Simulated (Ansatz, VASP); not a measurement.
# GaBAs2 (CuAu-ordered zincblende type (invented)): VASP beside Ansatz

Aim: how closely do two programs agree when they are given the same cell, functional and k mesh? The cell is generated by rule, not measured, and may not be a known phase. The cell is taken from a series of runs on this material, whose earlier steps may have relaxed, scaled, displaced or heated it; both programs get it as it stands.

Calculated with Ansatz 0.2.0; plane waves, with VASP 6.6.1 beside it; relaxation of cell and atoms at PBE.

## 1. Set-up

Symmetry: P-4m2, No. 115, tetragonal system. The conventional cell has a = 3.687 Å, b = 3.687 Å, c = 5.420 Å, α = 90.00°, β = 90.00°, γ = 90.00°. B has 4 As at 2.17 Å nearest. Ga has 4 As at 2.42 Å nearest. Nearest to As lie 2 B at 2.17 Å and 2 Ga at 2.42 Å. Farther neighbours are not listed.

## 2. VASP: relaxation of cell and atoms, PBE, pair 1

The relaxed volume is the usual yardstick between codes: in a stiff, nearly cubic crystal its relative difference is about their pressure difference at one cell divided by the bulk modulus.

Lines of VASP's logs that name or quote its potential files are left out, and so is its time.

INCAR reads:

```
SYSTEM = GaBAs2
PREC = Accurate
ENCUT = 500
EDIFF = 1E-07
NELM = 120
ISMEAR = 0
SIGMA = 0.01
LREAL = .FALSE.
ALGO = Normal
GGA = PE
NBANDS = 19
LORBIT = 11
LWAVE = .FALSE.
LCHARG = .FALSE.
ISIF = 3
IBRION = 2
NSW = 80
EDIFFG = -0.005
LASPH = .TRUE.
GGA_COMPAT = .FALSE.
NELMIN = 4
EFERMI = MIDGAP
KPAR = 2
```

POSCAR reads:

```
GaBAs2
1.0
    3.6873160000      0.0000000000      0.0000000000
    0.0000000000      3.6873160000      0.0000000000
    0.0000000000      0.0000000000      5.4199890000
B Ga As
1 1 2
Direct
    0.0000000000      0.0000000000      0.0000000000
    0.5000000000      0.5000000000      0.5000000923
    0.0000000000      0.5000000000      0.2119998768
    0.5000000000      0.0000000000      0.7880001232
```

KPOINTS reads:

```
Automatic mesh
0
Gamma
10 10 8
0 0 0
```

PAW data sets: B, Ga_d and As (PBE family, release 64).

On the command line:

```
mpirun -np 2 vasp_std
```

Numbers of over 12 decimals in the logs are rounded to 6 here.

The log of the run:

```text
[banner, memory and clock lines left out]
running    2 mpi-ranks, on    1 nodes
 distrk:  each k-point on    1 cores,    2 groups
 distr:  one band on    1 cores,    1 groups

 POSCAR found type information on POSCAR B GaAs
 POSCAR found :  3 types and       4 ions
 LDA part: xc-table for (Slater+PW92), standard interpolation
 POSCAR, INCAR and KPOINTS ok, starting setup
 FFT: planning ... GRIDC
 FFT: planning ... GRID_SOFT
 FFT: planning ... GRID
 WAVECAR not read
 entering main loop
       N       E                     dE             d eps       ncg     rms          rms(c)
DAV:   1     0.150237091455E+03    0.15024E+03   -0.12076E+04  4002   0.164E+03
DAV:   2    -0.378528744868E+01   -0.15402E+03   -0.14838E+03  4469   0.355E+02
DAV:   3    -0.188878150767E+02   -0.15103E+02   -0.14764E+02  4864   0.926E+01
DAV:   4    -0.193148591603E+02   -0.42704E+00   -0.42524E+00  5036   0.149E+01
DAV:   5    -0.193207921105E+02   -0.59330E-02   -0.59295E-02  4977   0.169E+00    0.476E+00
DAV:   6    -0.189762149472E+02    0.34458E+00   -0.73343E-01  5230   0.981E+00    0.266E+00
DAV:   7    -0.189248288590E+02    0.51386E-01   -0.20494E-01  4647   0.247E+00    0.107E+00
DAV:   8    -0.189225300876E+02    0.22988E-02   -0.27042E-02  4718   0.122E+00    0.194E-01
DAV:   9    -0.189235320614E+02   -0.10020E-02   -0.31689E-03  4829   0.473E-01    0.746E-02
DAV:  10    -0.189236672894E+02   -0.13523E-03   -0.41962E-04  4816   0.154E-01    0.303E-02
DAV:  11    -0.189237380857E+02   -0.70796E-04   -0.78041E-05  4646   0.534E-02    0.139E-02
DAV:  12    -0.189237478754E+02   -0.97897E-05   -0.13776E-05  4687   0.278E-02    0.350E-03
DAV:  13    -0.189237480900E+02   -0.21463E-06   -0.23938E-06  5054   0.163E-02    0.175E-03
DAV:  14    -0.189237483283E+02   -0.23833E-06   -0.16766E-07  3990   0.465E-03    0.312E-04
DAV:  15    -0.189237483439E+02   -0.15577E-07   -0.38295E-08  2592   0.135E-03
   1 F= -.18923748E+02 E0= -.18923748E+02  d E =-.189237E+02
[...]
2 F= -.18923895E+02 E0= -.18923895E+02  d E =-.147047E-03
[...]
3 F= -.18923935E+02 E0= -.18923935E+02  d E =-.186399E-03
[...]
4 F= -.18923935E+02 E0= -.18923935E+02  d E =-.186340E-03
 curvature:  -0.33 expect dE=-0.201E-05 dE for cont linesearch -0.425E-07
 ZBRENT: accuracy reached
 trial: gam= 0.02643 g(F)=  0.476E-05 g(S)=  0.140E-05 ort =-0.850E-05 (trialstep = 0.940E+00)
 search vector abs. value=  0.609E-05
 bond charge predicted
       N       E                     dE             d eps       ncg     rms          rms(c)
DAV:   1    -0.189239383863E+02   -0.36398E-05   -0.12442E-04  4117   0.692E-02    0.689E-03
DAV:   2    -0.189239385922E+02   -0.20597E-06   -0.76039E-06  5230   0.192E-02    0.402E-03
DAV:   3    -0.189239384208E+02    0.17143E-06   -0.36828E-07  5000   0.619E-03    0.123E-03
DAV:   4    -0.189239384154E+02    0.53865E-08   -0.63563E-08  2518   0.241E-03
   5 F= -.18923938E+02 E0= -.18923938E+02  d E =-.373120E-05
 trial-energy change:   -0.000004  1 .order   -0.000004   -0.000006   -0.000001
 step:   1.2773(harm=  1.2773)  dis= 0.00045  next Energy=   -18.923938 (dE=-0.379E-05)
 reached required accuracy - stopping structural energy minimisation
```

OUTCAR, selected parts (step 2):

```text
ion  position               nearest neighbor table
   1  0.000  0.000  0.000-   3 2.17   4 2.17   3 2.17   4 2.17
   2  0.500  0.500  0.500-   4 2.42   4 2.42   3 2.42   3 2.42
   3  0.000  0.500  0.212-   1 2.17   1 2.17   2 2.42   2 2.42
   4  0.500  0.000  0.788-   1 2.17   1 2.17   2 2.42   2 2.42

  LATTYP: Found a simple tetragonal cell.
 ALAT       =     3.6873160000
 C/A-ratio  =     1.4699008710

 Subroutine GETGRP returns: Found  8 space group operations
 (whereof  8 operations were pure point group operations)

The static configuration has the point symmetry D_2d.

 Found    105 irreducible k-points:

   k-points           NKPTS =    105   k-points in BZ     NKDIM =    105   number of bands    NBANDS=     19

   dimension x,y,z NGX =    28 NGY =   28 NGZ =   40
   dimension x,y,z NGXF=    56 NGYF=   56 NGZF=   80

   ENCUT  =  500.0 eV  36.75 Ry    6.06 a.u.   6.72  6.72  9.88*2*pi/ulx,y,z

   NELECT =      26.0000    total number of electrons

 k-points in reciprocal lattice and weights: Automatic mesh
   0.00000000  0.00000000  0.00000000       0.001
   0.10000000  0.00000000  0.00000000       0.005
   0.20000000  0.00000000  0.00000000       0.005
   0.30000000  0.00000000  0.00000000       0.005
   0.40000000  0.00000000  0.00000000       0.005
   0.50000000  0.00000000  0.00000000       0.003
   0.10000000  0.10000000  0.00000000       0.005
   0.20000000  0.10000000  0.00000000       0.010
   0.30000000  0.10000000  0.00000000       0.010
[...]
0.50000000  0.40000000  0.50000000       0.005
   0.50000000  0.50000000  0.50000000       0.001

 average (electrostatic) potential at core
       1 -29.0465       2 -65.6343       3 -49.9479       4 -49.9479

 E-fermi :   5.2335

 k-point     1 :       0.0000    0.0000    0.0000
  band No.  band energies     occupation
    ...
      9       1.2208      2.00000
     10       1.2208      2.00000
     11       4.4235      2.00000
     12       5.0225      2.00000
     13       5.0225      2.00000
     14       5.6495      0.00000
     15       5.7325      0.00000
     16       6.9346      0.00000
     17       8.0207      0.00000
     18       8.0207      0.00000
    ...

 k-point     2 :       0.1000    0.0000    0.0000
  band No.  band energies     occupation
    ...
      9       0.7553      2.00000
     10       1.2921      2.00000
     11       3.9138      2.00000
     12       4.2536      2.00000
     13       4.9759      2.00000
     14       5.7555      0.00000
     15       6.4024      0.00000
     16       7.4540      0.00000
     17       8.0538      0.00000
     18       8.1149      0.00000
    ...

 k-point     3 :       0.2000    0.0000    0.0000
  band No.  band energies     occupation
    ...
      9      -0.0118      2.00000
     10       1.4963      2.00000
     11       2.4094      2.00000
     12       3.4621      2.00000
     13       4.8267      2.00000
     14       5.9359      0.00000
     15       7.6211      0.00000
     16       8.1012      0.00000
     17       8.3958      0.00000
     18       8.4515      0.00000
    ...

  Total        0.0015524      0.0015524     -0.0049346      0.0000000      0.0000000      0.0000000
  in kB        0.0336479      0.0336479     -0.1069548      0.0000000      0.0000000      0.0000000
  external PRESSURE =      -0.0132196 kB  Pullay stress =       0.0000000 kB

  energy-cutoff  :      500.00
  volume of cell :       73.92
      direct lattice vectors                 reciprocal lattice vectors
     3.691304556  0.000000000  0.000000000     0.270906934  0.000000000  0.000000000
     0.000000000  3.691304556  0.000000000     0.000000000  0.270906934  0.000000000
    -0.000000000  0.000000000  5.425038399     0.000000000  0.000000000  0.184330493

 POSITION                                       TOTAL-FORCE (eV/Angst)
 -----------------------------------------------------------------------------------
      0.00000      3.69130      0.00000        -0.000000     -0.000000      0.000000
      1.84565      1.84565      2.71252         0.000000      0.000000      0.000000
     -0.00000      1.84565      1.15076        -0.000000     -0.000000      0.001405
      1.84565      0.00000      4.27428         0.000000     -0.000000     -0.001405
 -----------------------------------------------------------------------------------
    total drift:                                0.000000     -0.000000     -0.000187

  FREE ENERGIE OF THE ION-ELECTRON SYSTEM (eV)
  ---------------------------------------------------
  free  energy   TOTEN  =       -18.9239384154 eV

  energy  without entropy=      -18.9239384154  energy(sigma->0) =      -18.92393842

 reached required accuracy - stopping structural energy minimisation

 total charge
# of ion       s       p       d       tot
------------------------------------------
    1        0.647   0.993   0.000   1.639
    2        0.889   0.875   9.997  11.761
    3        1.195   1.591   0.049   2.836
    4        1.195   1.591   0.049   2.836
--------------------------------------------------
tot          3.926   5.050  10.095  19.071

[... 3 further parts left out ...]
```

The run keeps the 8 symmetry operations of its start, so it cannot find a distortion of lower symmetry.

## 3. Ansatz: relaxation of cell and atoms, PBE, pair 1

Ansatz runs on its default PAW (the set named soft_2) files.

The same cell, functional and mesh now go to Ansatz, which takes its cutoff from its data sets.

input.yaml reads:

```yaml
crystal:
  lattice:
    - [3.687315644, 0.0, 0.0]
    - [0.0, 3.687315644, 0.0]
    - [0.0, 0.0, 5.4199892776]
  atoms:
    - { symbol: B, position: [0.0, 0.0, 0.0] }
    - { symbol: Ga, position: [0.5, 0.5, 0.5] }
    - { symbol: As, position: [0.0, 0.5, 0.2119998482] }
    - { symbol: As, position: [0.5, 0.0, 0.7880001518] }
kpoints:
  mp_grid: { grid: [10, 10, 8] }
hamiltonian:
  xc: pbe
scf:
  occupations: { method: fixed }
output:
  forces: true
  stress: true
  eigenvalues: true
relax:
  adjacent_minimum: "off"
  f_tol: 0.001
  max_steps: 60
  cell: { stress_tol: 0.01 }
```

On the command line:

```
ansatz run input.yaml --threads 2 --pin off --max-ram 5120MiB --backend cpu --events-out ev --progress --plain --runs-dir out
```

The log of the run:

```text
Engine: ansatz 0.2.0, x86_64-unknown-linux-gnu
Pseudopotentials: kind: paw
Pseudopotential: B, paw, valence charge 3, recommended cutoff 420 eV (normal), B.paw.azcp
Pseudopotential: Ga, paw, valence charge 13, recommended cutoff 420 eV (normal), Ga.paw.azcp
Pseudopotential: As, paw, valence charge 15, recommended cutoff 420 eV (normal), As.paw.azcp
Functional definition: PBE
  parameter kappa = 0.804
  parameter beta = 0.066725
  exchange = pbe_x(kappa = kappa, mu = beta*pi^2/3)
  correlation = pbe_c(beta = beta)
Crystal: 4 atoms, lattice volume = 73.692 Å³
Basis set: ecut = 420 eV, 1443 PW (Γ), exchange–correlation on 50×50×80 points (8 copies of the dense FFT grid, shifted against one another)
Bands: 28, of which v1, the nominal top of the filled ones, is band 23 counted from 1 (22 counted from 0)
Symmetry: 8 space group operations
Space group: P-4m2 (ITA 115), of the structure as read, at distance tolerance 4.2e-5 Å
k-points: 105 of 800 (time reversal used)
Non-local potential: B, projectors of the file, l = 0: 2, l = 1: 2, l = 2: 1
Non-local potential: Ga, projectors of the file, l = 0: 2, l = 1: 2, l = 2: 3, l = 3: 1
Non-local potential: As, projectors of the file, l = 0: 2, l = 1: 2, l = 2: 3, l = 3: 1
PAW form: soft (Blöchl's): semilocal exchange-correlation on the pseudo side does not see the compensation charge
PAW one-centre angular grid: B, 110 points (default); XC on 64 Gauss nodes
PAW one-centre angular grid: Ga, 590 points (default); XC on 64 Gauss nodes
PAW one-centre angular grid: As, 590 points (default); XC on 64 Gauss nodes
Initial density: superposition of atomic densities (neutral atoms: chi_scale 0, normalization atom), corrected by the library's trained network
Initial wavefunctions: pseudopotential atomic-orbital guess
Functional: x = pbe(κ = 0.804, μ = 0.219515), c = pbe(β = 0.066725)
SCF iter   1: F=—  HF=-13651.199431 eV  |F-HF|=—  |Δ(HF+E_count)|=         —  Δρ=2.47e-3  dr2=1.52e-2  ethr=1.77e-3  ⟨swp⟩=5.0  Hψ=10501  notcnv=0  defer=274
preconditioner: auto → Resta (q_TF=auto, 2.522 Å⁻¹)  ε∞=3.9  [insulator: Δε(μ)=0.425 eV  Ē_g=12.990 eV  n_scr=20 (ndim 8)  ℏωp=22.1 eV  f_vac=0.031  ε∞_Penn≈3.9]
SCF iter   2: F=—  HF=-13651.195142 eV  |F-HF|=—  |Δ(HF+E_count)|=   4.29e-3  Δρ=1.03e-3  dr2=1.22e-3  ethr=3.31e-5  ⟨swp⟩=2.4  Hψ=4787  notcnv=0  defer=312
SCF iter   3: F=—  HF=-13651.194917 eV  |F-HF|=—  |Δ(HF+E_count)|=   2.25e-4  Δρ=4.51e-4  dr2=1.72e-4  ethr=2.64e-6  ⟨swp⟩=2.0  Hψ=4413  notcnv=0  defer=312
SCF iter   4: F=—  HF=-13651.194880 eV  |F-HF|=—  |Δ(HF+E_count)|=   3.71e-5  Δρ=2.09e-4  dr2=2.57e-5  ethr=3.74e-7  ⟨swp⟩=2.0  Hψ=4245  notcnv=0  defer=276
SCF iter   5: F=—  HF=-13651.194902 eV  |F-HF|=—  |Δ(HF+E_count)|=   2.20e-5  Δρ=4.97e-5  dr2=2.04e-6  ethr=5.59e-8  ⟨swp⟩=2.0  Hψ=5250  notcnv=0  defer=105
SCF iter   6: F=—  HF=-13651.194902 eV  |F-HF|=—  |Δ(HF+E_count)|=   4.84e-7  Δρ=2.56e-5  dr2=5.70e-7  ethr=4.44e-9  ⟨swp⟩=2.0  Hψ=5250  notcnv=0  defer=109
SCF iter   7: F=-13651.194902 eV  HF=-13651.194902 eV  |F-HF|=2.43e-8  |Δ(HF+E_count)|=   3.63e-7  Δρ=7.92e-6  dr2=4.17e-8  ethr=2.17e-10  ⟨swp⟩=8.6  Hψ=15573  notcnv=0
SCF 1 converged in 7 iterations: F = -13651.194902 eV  dr2 = 4.17e-8
  greatest PAW one-centre occupation: 0.999 electrons in one spin orbital (limit 2), on the As atom at site 3 (counted from 0), in its partial waves of l = 2
relax step   1: F+E_penalty+E_count = -13651.19490245 eV  Δ(F+E_penalty+E_count) = +0.000e0 eV  max|allowed force component| = 3.244e-4 eV/Å  Δτ_max = 0.0000 Å  P = +0.003 GPa  Ω = 73.692 Å³  (7 SCF iters, dr2 threshold 1.00e-7 eV, accepted)
Initial density: handed on by an earlier stage of this run
Initial wavefunctions: pseudopotential atomic-orbital guess (no wavefunctions were taken with the density)
iter 1 solved again at ethr=1.16e-7 eV; its pass at ethr=3.10e-3 eV (dr2=5.34e-5 eV) is discarded
SCF iter   1: F=—  HF=-13651.194901 eV  |F-HF|=—  |Δ(HF+E_count)|=         —  Δρ=7.63e-6  dr2=4.03e-8  ethr=1.16e-7  ⟨swp⟩=2.0  Hψ=16796  notcnv=0  defer=311
preconditioner: auto → Resta (q_TF=auto, 2.522 Å⁻¹)  ε∞=3.9  [insulator: Δε(μ)=0.424 eV  Ē_g=12.937 eV  n_scr=20 (ndim 8)  ℏωp=22.1 eV  f_vac=0.028  ε∞_Penn≈3.9]
SCF iter   2: F=—  HF=-13651.194902 eV  |F-HF|=—  |Δ(HF+E_count)|=   1.45e-6  Δρ=4.40e-6  dr2=1.84e-8  ethr=8.76e-11  ⟨swp⟩=2.1  Hψ=5091  notcnv=0  defer=137
SCF iter   3: F=—  HF=-13651.194902 eV  |F-HF|=—  |Δ(HF+E_count)|=   1.68e-8  Δρ=2.83e-6  dr2=7.18e-9  ethr=4.01e-11  ⟨swp⟩=2.0  Hψ=4101  notcnv=0  defer=137
SCF iter   4: F=—  HF=-13651.194902 eV  |F-HF|=—  |Δ(HF+E_count)|=   9.34e-9  Δρ=6.38e-7  dr2=2.15e-10  ethr=1.56e-11  ⟨swp⟩=2.0  Hψ=4200  notcnv=0  defer=137
SCF iter   5: F=—  HF=-13651.194902 eV  |F-HF|=—  |Δ(HF+E_count)|=  1.82e-10  Δρ=2.34e-7  dr2=5.21e-11  ethr=1.00e-12  ⟨swp⟩=2.0  Hψ=5244  notcnv=0  defer=137
SCF iter   6: F=—  HF=-13651.194902 eV  |F-HF|=—  |Δ(HF+E_count)|=  2.18e-11  Δρ=8.76e-8  dr2=8.79e-12  ethr=1.00e-12  ⟨swp⟩=2.1  Hψ=5257  notcnv=0  defer=137
SCF iter   7: F=-13651.194902 eV  HF=-13651.194902 eV  |F-HF|=3.64e-12  |Δ(HF+E_count)|=  7.28e-12  Δρ=2.36e-8  dr2=4.95e-13  ethr=1.00e-12  ⟨swp⟩=9.6  Hψ=16679  notcnv=0
SCF 2 converged in 7 iterations: F = -13651.194902 eV  dr2 = 4.95e-13
  greatest PAW one-centre occupation: 0.999 electrons in one spin orbital (limit 2), on the As atom at site 2 (counted from 0), in its partial waves of l = 2
relax step   2: F+E_penalty+E_count = -13651.19490247 eV  Δ(F+E_penalty+E_count) = -2.148e-8 eV  max|allowed force component| = 2.769e-4 eV/Å  Δτ_max = 0.0000 Å  P = +0.003 GPa  Ω = 73.692 Å³  stress off target by 3.38e-3 GPa  SCF on the basis re-selected at this cell (its energy is not comparable with the rows above)  (7 SCF iters)
basis re-selected at this cell: Δ(F+E_penalty+E_count) = -2.148e-8 eV, ΔP = +0.000 GPa vs the last step (what re-selecting the basis moved, of the pressure what is left beyond the Pulay correction that the steps carried, after the strain that the cell walked since its last selection, with what the two solves' SCF thresholds leave and, on support functions, any second-order correction that the steps lacked; it is no m [...]
SCF converged after 7 iterations
Free energy (F): -13651.194902 eV
Harris-Foulkes:  -13651.194902 eV  (|F-HF|=3.64e-12)
Internal energy: -13651.194902 eV  (E = F + TS)
E sigma→0 (E₀):  -13651.194902 eV
Fermi energy:    9.513687 eV
--- Per-component energies (eV) ---
  E_band       = -529.183234
  E_kinetic    = 367.228934
  E_local      = -5642.385927  (includes V_loc(G=0)·N_el)
  E_nonlocal   = -904.223088
  E_hartree    = 2927.309935
  E_xc         = -258.625842
  E_vxc        = -253.469654  (∫ρ·V_xc dr)
  E_paw        = -5738.496301  (= ΣΔE_a)
  E_vpaw       = 49.046737  (= ΣTr[D̂ρ^β])
  E_aug_tail   = -0.000095  (compensation charges beyond the density's cutoff)
  E_ewald      = -4402.002519
  E_smearing   = -0.000000  (= −TS)
  E_closure    = 0.000000  (closes the sum)
  Σ components = -13651.194902   (vs F -13651.194902, Δ=0.00e0)
--- Forces (eV/Å), atoms counted from 1 ---
  atom   1  B     -0.00000000     0.00000000     0.00000000
  atom   2  Ga    -0.00000000     0.00000000     0.00000000
  atom   3  As     0.00000000     0.00000000     0.00027688
  atom   4  As     0.00000000     0.00000000    -0.00027688
  max |Σ_I F_I| component: 1.21e-16 eV/Å
--- Stress (GPa, compression-positive) ---
        0.003379       0.000000       0.000000
        0.000000       0.003379       0.000000
       -0.000000       0.000000       0.002588
  P = ⅓ Tr σ = 0.0031 GPa (0.031 kbar)
--- Band table (eV; the first three rows and the last of 105) ---
  k-point 0: bands = [... 19 lower, 5.6999, 8.9102, 9.5137, 9.5137, 10.1499, 10.2235, 11.4370, 12.5199, ... 1 higher]
  k-point 1: bands = [... 19 lower, 5.7472, 8.2687, 9.2797, 9.2797, 10.2071, 10.4707, 11.8146, 12.8232, ... 1 higher]
  k-point 2: bands = [... 19 lower, 5.8747, 7.1638, 8.8019, 8.8019, 10.2166, 10.7955, 12.4033, 13.0016, ... 1 higher]
  k-point 104: bands = [... 19 lower, 4.7460, 4.9271, 5.1141, 5.1141, 13.7804, 13.7804, 14.0145, 14.0248, ... 1 higher]
--- Relaxed structure (1 steps of the walk, 1 accepted, 1 SCFs on fresh bases) ---
  F+E_penalty+E_count = -13651.19490247 eV   max|allowed force component| = 2.769e-4 eV/Å   (the final SCF, on the basis selected at the relaxed cell)
  cell:  # Å, volume = 73.6918 Å³
    - [3.687315644, 0.0, 0.0]
    - [0.0, 3.687315644, 0.0]
    - [0.0, 0.0, 5.4199892776]
  atoms:
    - { symbol: B, position: [0.0, 0.0, 0.0] }
    - { symbol: Ga, position: [0.5, 0.5, 0.5] }
    - { symbol: As, position: [0.0, 0.5, 0.212000] }
    - { symbol: As, position: [0.5, 0.0, 0.7880001518] }
```

## 4. Side by side

Known differences besides the potentials themselves: fixed occupations in Ansatz, narrow Gaussian smearing in VASP; the data sets hold 46 valence electrons in Ansatz (on its default PAW (the set named soft_2) files) and 26 in VASP; the cutoff is 420 eV in Ansatz and 500 eV in VASP; Ansatz adds a Pulay correction to the stress that steers its cell, VASP none. Total energies have different zeros and are not compared.

The two programs side by side:

| quantity | Ansatz | VASP | difference |
| --- | --- | --- | --- |
| volume (Å³) | 73.69 | 73.92 | -0.31 % |
| edge a after relaxation, in the typed setting (Å) | 3.687 | 3.691 | -0.11 % |
| edge c after relaxation, in the typed setting (Å) | 5.420 | 5.425 | -0.09 % |

(Part 1 of 2 ends here.)

[Lines on the potential files, build, host, timing and source positions are cut from VASP's logs without a mark.]

[Logs are printed without paths, hosts, clocks, repeated set-up lines and the standing remarks that a program may print on its own settings, such as how far it seeks lower states.]

[Hosts, paths, dates, database ids (printed as entryN), source tags and the programs' standing remarks are cut or masked in the printed files.]
